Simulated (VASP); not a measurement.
A run of VASP 6.6.1:

Contents of INCAR:

```
PREC = Accurate
ENCUT = 520
EDIFF = 1E-6
ISMEAR = 1
SIGMA = 0.1
LREAL = F
LASPH = T
NELM = 60
ALGO = Fast
ISIF = 2
LWAVE = F
LCHARG = F
GGA = PE
ICORELEVEL = 1
KPAR = 4
```

The input KPOINTS:

```
Automatic mesh
0
Gamma
  7 7 7
```

The input POSCAR:

```
Pd
1.0
    0.0000000000      3.8930000000      3.8930000000
    3.8930000000      0.0000000000      3.8930000000
    3.8930000000      3.8930000000      0.0000000000
Pd
8
Direct
    0.0000000000      0.0000000000      0.0000000000
    0.0000000000      0.0000000000      0.5000000000
    0.0000000000      0.5000000000      0.0000000000
    0.0000000000      0.5000000000      0.5000000000
    0.5000000000      0.0000000000      0.0000000000
    0.5000000000      0.0000000000      0.5000000000
    0.5000000000      0.5000000000      0.0000000000
    0.5000000000      0.5000000000      0.5000000000
```

Potentials or basis: VASP PAW PBE potentials, release 64 (Pd).

Launch:

```bash
$ cat potpaw_PBE.64/Pd/POTCAR > POTCAR
$ mpirun -np 4 vasp_std > vasp.out
```

Hardware: 4 MPI ranks on Intel(R) Xeon(R) Platinum 8559C (Emerald Rapids), on a shared host.

Q: How long does it take, and how much memory?

A: It took 34 s on 4 MPI ranks on Intel(R) Xeon(R) Platinum 8559C (Emerald Rapids), on a shared host, peak memory 0.28 GiB a rank. Counts: scf iterations 14, k points 20.
